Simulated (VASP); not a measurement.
Data:

```xyz
2
Lattice="2.9595 0.0000 0.0000 0.0000 2.9595 0.0000 0.0000 0.0000 2.9595" Properties=species:S:1:pos:R:3 pbc="T T T"
Ti     0.0000     0.0000     0.0000
Co     1.4797     1.4797     1.4797
```

The numbers are results of optB88-vdW, VASP's PBE PAW potentials (set 64) (plane waves; VASP), not measurements. Numerical set-up: 520 eV cut-off, Gaussian smearing of 0.050 eV, potentials Ti_sv Co.

Task: Give the energies of bands 5 to 13 at the high-symmetry points, in eV from the Fermi level.

Result: 
| band | Γ | X | M | R |
|---|---|---|---|---|
| 5 | -7.65 | -4.06 | -4.46 | -2.48 |
| 6 | -3.86 | -3.69 | -3.81 | -2.48 |
| 7 | -3.86 | -2.42 | -2.50 | -2.48 |
| 8 | -1.53 | -1.60 | -2.50 | -2.16 |
| 9 | -1.53 | -1.60 | -0.61 | -2.16 |
| 10 | -1.53 | -1.09 | -0.17 | -2.16 |
| 11 | 0.77 | -0.84 | 0.80 | -0.58 |
| 12 | 0.77 | 0.14 | 0.80 | -0.58 |
| 13 | 2.70 | 0.58 | 1.21 | 3.12 |

It has no gap at this level: it comes out as a metal or semimetal.

The compound is TiCo in the CsCl type structure. It was relaxed first. The run is not spin-polarised, so no magnetic state was tried. The electron count is odd and the run is not spin-polarised, which forces a metal.
